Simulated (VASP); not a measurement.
SnO:

```xyz
4
Lattice="3.8020 0.0000 0.0000 0.0000 3.8020 0.0000 0.0000 0.0000 4.8360" Properties=species:S:1:pos:R:3 pbc="T T T"
Sn    0.0000    1.9010    1.1534
Sn    1.9010    0.0000    3.6826
O     0.0000    0.0000    0.0000
O     1.9010    1.9010    0.0000
```

```yaml
Program: VASP 6.6.1
Task: relaxation of cell and atoms
Functional: LDA
Potentials_or_basis: VASP PAW LDA potentials, release 64 (Sn_d, O)
Cutoff: 520 eV
k_mesh: 8 × 8 × 6
Occupations: gaussian, width 0.02 eV
Spin: no spin polarisation
```

At the start: pressure -2.5 GPa; volume 17.48 Å³/atom.

How do energy, volume and symmetry change on relaxing?

Over 13 steps the energy falls by 6.8 meV/atom and the volume is 16.47 Å³/atom (-5.7 %); space group P4/nmm (No. 129, to 0.05 Å).

The path:
| step | energy change (eV) | largest force (eV/Å) | pressure (GPa) | volume (Å³) |
| --- | --- | --- | --- | --- |
| 1 | 0.0000 | 0.1531 | -2.52 | 69.91 |
| 2 | -0.0023 | 0.5990 | 2.03 | 67.16 |
| 3 | -0.0123 | 0.2228 | -0.20 | 68.44 |
| 4 | -0.0167 | 0.1723 | -0.20 | 67.98 |
| 5 | -0.0211 | 0.0288 | -0.04 | 67.13 |
| 6 | -0.0215 | 0.0240 | 0.03 | 66.83 |
| 7 | -0.0251 | 0.0253 | 0.00 | 66.43 |
| 8 | -0.0273 | 0.0288 | 0.00 | 65.83 |
| 9 | -0.0273 | 0.0291 | 0.00 | 65.80 |
| 10 | -0.0274 | 0.0236 | 0.14 | 65.84 |
| 11 | -0.0274 | 0.0046 | 0.09 | 65.83 |
| 12 | -0.0274 | 0.0042 | -0.09 | 65.99 |
| 13 | -0.0274 | 0.0007 | 0.00 | 65.90 |

Final structure:
```
CELL_PARAMETERS angstrom
3.76856 0.00000 0.00000
0.00000 3.76856 0.00000
0.00000 0.00000 4.64007
ATOMIC_POSITIONS crystal
Sn 0.00000 0.50000 0.24763
Sn 0.50000 0.00000 0.75237
O 0.00000 0.00000 0.00000
O 0.50000 0.50000 0.00000
```
